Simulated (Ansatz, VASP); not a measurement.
**One calculation of BeN, two programs**

INCAR

```
ALGO = Normal
EDIFF = 1E-6
EDIFFG = -0.04
ENCUT = 600
GGA = PE
IBRION = 2
ISIF = 3
ISMEAR = 0
LASPH = T
LCHARG = F
LREAL = F
LWAVE = F
NELM = 100
NSW = 90
PREC = Accurate
SIGMA = 0.1
```

The input KPOINTS:

```
k-points
0
Gamma
  6 6 4
```

Contents of POSCAR:

```
BeN
1.0
    3.4982527100      0.0000000000      0.0000000000
   -1.7491263600      3.0295757200      0.0000000000
    0.0000000000      0.0000000000      6.9086508700
Be N
4 4
Direct
    0.3333333300      0.6666666700      0.2626825500
    0.6666666700      0.3333333300      0.2626825500
    0.6666666700      0.3333333300      0.7373174500
    0.3333333300      0.6666666700      0.7373174500
    0.3333333300      0.6666666700      0.5000000000
    0.6666666700      0.3333333300      0.5000000000
    0.3333333300      0.6666666700      0.0000000000
    0.6666666700      0.3333333300      0.0000000000
```

Input for Ansatz:

```yaml
crystal:
  lattice:
    - [3.49825271, 0.0, 0.0]
    - [-1.74912636, 3.02957572, 0.0]
    - [0.0, 0.0, 6.90865087]
  atoms:
    - { symbol: Be, position: [0.33333333, 0.66666667, 0.26268255] }
    - { symbol: Be, position: [0.66666667, 0.33333333, 0.26268255] }
    - { symbol: Be, position: [0.66666667, 0.33333333, 0.73731745] }
    - { symbol: Be, position: [0.33333333, 0.66666667, 0.73731745] }
    - { symbol: "N", position: [0.33333333, 0.66666667, 0.5] }
    - { symbol: "N", position: [0.66666667, 0.33333333, 0.5] }
    - { symbol: "N", position: [0.33333333, 0.66666667, 0.0] }
    - { symbol: "N", position: [0.66666667, 0.33333333, 0.0] }
basis:
  ecutwfc: 420
kpoints:
  mp_grid: { grid: [6, 6, 4] }
hamiltonian:
  xc: pbe
scf:
  occupations: { method: gaussian, width: 0.1 }
  lower_state_search: "off"
output:
  forces: true
  stress: true
  eigenvalues: true
relax:
  adjacent_minimum: "off"
  f_tol: 0.04
  max_steps: 70
  cell: { stress_tol: 0.4 }
```

Alike in both runs: task relaxation of cell and atoms; functional PBE; k mesh 6 × 6 × 4; occupations gaussian, width 0.1 eV; no spin polarisation.

```csv
,VASP,Ansatz
version,VASP 6.6.1,Ansatz 0.2.0
potentials or method,"VASP PAW PBE potentials, release 64 (Be, N)","scalar-relativistic, plane waves, PAW"
plane-wave cutoff (eV),600,420
valence electrons in the cell,28,28
```

```csv
,VASP,Ansatz,Ansatz less VASP
"gap on the k mesh at the Fermi level, each at its own relaxed structure (eV)",none,none,-
relaxed volume (Å³/atom),13.13,14.40,+1.270
relaxed cell length with the largest relative difference (Å),4.481,4.689,+0.2078
energy change over the relaxation (meV/atom),-951,-985,-34.7
```

A gap of «none» marks a metal or a gap that the smearing closes. One of these differences is far larger than is usual between the two programs; its cause wasn't traced.

Caveats: the volume moved by over 15 % at a fixed basis, so the end points are rough (VASP).
